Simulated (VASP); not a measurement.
Level of theory: PBE GGA with D3 dispersion (zero damping), VASP's PBE PAW potentials (set 64) (plane waves; VASP).

VASP input:

### KPOINTS
```
Automatic mesh
0
Gamma
7 7 2
0 0 0
```

### POSCAR
```
WS2
1
    1.5856124709    -2.7463613383     0.0000000000
    1.5856124709     2.7463613383    -0.0000000000
   -0.0000000000     0.0000000000    12.3141547774
W S
2 4
Direct
  0.3333330000   0.6666670000   0.2500000000
  0.6666670000   0.3333330000   0.7500000000
  0.3333330000   0.6666670000   0.8777051722
  0.6666670000   0.3333330000   0.3777051722
  0.6666670000   0.3333330000   0.1222948278
  0.3333330000   0.6666670000   0.6222948278
```

INCAR:
```
LREAL  =  .FALSE.
LWAVE  =  .FALSE.
ISIF  =  3   # ions, shape and volume
LCHARG  =  .FALSE.
LMAXMIX  =  6   # l cut-off of mixed one-centre charges
EDIFF  =  1E-6   # SCF stop (eV)
NSW  =  60   # most ionic steps
ALGO  =  Normal
LASPH  =  .TRUE.
EDIFFG  =  -0.02   # ionic stop
SYSTEM  =  WS2
ISMEAR  =  0
PREC  =  Accurate
NELM  =  100   # most electronic steps
IVDW  =  11   # D3, zero damping
ENCUT  =  520
GGA  =  PE   # PBE
SIGMA  =  0.05
IBRION  =  2   # conjugate gradients
```

POTCAR, in this order: W_sv S (PBE.64 set). Program: vasp_std.

**Question.** What does the run give for the energy per atom (σ→0), dispersion energy, volume per atom?

**Answer.** 
The energy per atom (σ→0) comes out as -8.129 eV/atom. The dispersion energy is -1.508 eV. The volume per atom is 18.03 Å^3/atom.

OSZICAR:
```
...
DAV:   1    -0.472684907894E+02   -0.45766E-02   -0.82719E-02  1069   0.196E+00    0.331E-01
DAV:   2    -0.472673879925E+02    0.11028E-02   -0.64743E-03  1092   0.562E-01    0.152E-01
DAV:   3    -0.472671697514E+02    0.21824E-03   -0.46179E-04  1189   0.118E-01    0.806E-02
DAV:   4    -0.472671083514E+02    0.61400E-04   -0.12628E-04  1091   0.641E-02    0.645E-02
DAV:   5    -0.472670921231E+02    0.16228E-04   -0.30790E-05  1195   0.352E-02    0.282E-02
DAV:   6    -0.472670871161E+02    0.50070E-05   -0.13248E-05  1142   0.193E-02    0.661E-03
DAV:   7    -0.472670867816E+02    0.33458E-06   -0.19002E-06   748   0.103E-02
   6 F= -.48775096E+02 E0= -.48775096E+02  d E =-.100298E-03
```

The compound is WS2 in the 2H layered structure. This run relaxes it. Symmetry was kept, so distortions that lower it aren't found. The start is the result of an earlier pass.
